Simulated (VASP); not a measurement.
Method: PBEsol GGA, VASP's PBE PAW potentials (set 64) (plane waves; VASP 6.6.1).

VASP ran on this input.

### INCAR
```
! general
SYSTEM=Be
PREC  =Accurate
ENCUT =480   ! plane-wave cut-off (eV)
LREAL =.False.
LASPH =.True.   ! aspherical one-centre terms

! electronic loop
EDIFF =1E-7   ! SCF stop (eV)
NELM  =100
ALGO  =Normal   ! blocked Davidson

! smearing
ISMEAR=1   ! Methfessel-Paxton
SIGMA =0.1   ! width (eV)

! functional
GGA   =PS

! ions
ISIF  =2

! output
LWAVE =.False.
LCHARG=.False.
```

KPOINTS:
```
Regular mesh
0
G
18 18 10
0 0 0
```

File POSCAR:
```
Be
2.2603060
  0.4999860115  -0.8660011008   0.0074997902
  0.4999860115   0.8660011008   0.0074997902
  0.0235651433   0.0000000000   1.5710095535
Be
2
direct
  0.3333330000   0.6666670000   0.2500000000
  0.6666670000   0.3333330000   0.7500000000
```

POTCAR, in this order: Be (PBE.64 set). Program: vasp_std.

The resulting files:

**OSZICAR**
```
       N       E                     dE             d eps       ncg     rms          rms(c)
DAV:   1    -0.340767630741E+01   -0.34077E+01   -0.17437E+03 10488   0.517E+02
DAV:   2    -0.799210058617E+01   -0.45844E+01   -0.43926E+01 16026   0.599E+01
DAV:   3    -0.801818906950E+01   -0.26088E-01   -0.26063E-01 13368   0.425E+00
DAV:   4    -0.801821196516E+01   -0.22896E-04   -0.22896E-04 15246   0.124E-01
DAV:   5    -0.801821198762E+01   -0.22452E-07   -0.22381E-07 13266   0.167E-03    0.125E+00
DAV:   6    -0.799480302081E+01    0.23409E-01   -0.26799E-03 11292   0.740E-01    0.762E-01
DAV:   7    -0.798501151839E+01    0.97915E-02   -0.38075E-03 11616   0.763E-01    0.147E-02
DAV:   8    -0.798500980061E+01    0.17178E-05   -0.14312E-05 16482   0.370E-02    0.614E-03
DAV:   9    -0.798501044024E+01   -0.63962E-06   -0.46163E-07 12486   0.637E-03    0.500E-04
DAV:  10    -0.798501042221E+01    0.18028E-07   -0.79647E-10  9612   0.247E-04
   1 F= -.79850104E+01 E0= -.79850460E+01  d E =0.106710E-03
```

### OUTCAR
```
------------------------ aborting loop because EDIFF is reached ----------------------------------------
  FORCE on cell =-STRESS in cart. coord.  units (eV):
  Direction    XX          YY          ZZ          XY          YZ          ZX
  --------------------------------------------------------------------------------------
  Total       -0.0834421     -0.0930034      0.2172172      0.0000000      0.0000000     -0.4731904
  in kB       -8.5115069     -9.4868075     22.1572456      0.0000000      0.0000000    -48.2677839
  external PRESSURE =       1.3863104 kB  Pullay stress =       0.0000000 kB
  volume of cell :       15.71
      direct lattice vectors                 reciprocal lattice vectors
     1.130121382 -1.957427484  0.016951821     0.442529921 -0.255437304 -0.006637949
     1.130121382  1.957427484  0.016951821     0.442529921  0.255437304 -0.006637949
     0.053264435  0.000000000  3.550962320    -0.004225158  0.000000000  0.281677179
 POSITION                                       TOTAL-FORCE (eV/Angst)
 -----------------------------------------------------------------------------------
      1.14344      0.65248      0.90469        -0.000000     -0.008008     -0.000000
      1.17007     -0.65248      2.68017         0.000000      0.008008      0.000000
 -----------------------------------------------------------------------------------
    total drift:                                0.000000     -0.000000     -0.000000
  FREE ENERGIE OF THE ION-ELECTRON SYSTEM (eV)
  ---------------------------------------------------
  free  energy   TOTEN  =        -7.9850104222 eV

  energy  without entropy=       -7.9851171325  energy(sigma->0) =       -7.98504599
```
(Selected blocks of OUTCAR.)

**OUTCAR**
```
 val. band max:        7.1736135203   @ k =   0.2778   0.2778   0.1000

 cond. band min:       7.1981081415   @ k =  -0.2778  -0.3889   0.3000


 Fermi energy:         7.1947149104

 k-point     1 :       0.0000    0.0000    0.0000
  band No.  band energies     occupation
      1      -4.3099      2.00000
      2       2.6105      2.00000
      3       8.2645     -0.00000
      4      23.1004      0.00000
      5      23.1093      0.00000
      6      25.9608      0.00000

 k-point     2 :       0.0556   -0.0000    0.0000
  band No.  band energies     occupation
      1      -4.2213      2.00000
      2       2.7268      2.00000
      3       8.2897     -0.00000
      4      22.3655      0.00000
      5      22.5387      0.00000
      6      25.9646      0.00000

 k-point     3 :       0.1111   -0.0000    0.0000
  band No.  band energies     occupation
      1      -3.9553      2.00000
      2       3.0755      2.00000
      3       8.3593     -0.00000
      4      20.5618      0.00000
      5      21.4129      0.00000
      6      25.8858      0.00000

 k-point     4 :       0.1667   -0.0000    0.0000
  band No.  band energies     occupation
      1      -3.5117      2.00000
      2       3.6551      2.00000
      3       8.4480     -0.00000
      4      18.3502      0.00000
      5      20.2217      0.00000
      6      25.3899      0.00000

 k-point     5 :       0.2222    0.0000    0.0000
  band No.  band energies     occupation
      1      -2.8904      2.00000
      2       4.4627      2.00000
      3       8.4827     -0.00000
      4      16.1838      0.00000
      5      19.1282      0.00000
      6      23.7649      0.00000

 k-point     6 :       0.2778    0.0000   -0.0000
  band No.  band energies     occupation
      1      -2.0928      2.00000
      2       5.4926      2.00000
      3       8.2811     -0.00000
      4      14.4331      0.00000
      5      18.1948      0.00000
      6      21.5144      0.00000
...
```

The compound is Be in the hcp structure. This cell was strained or had an atom moved on purpose.
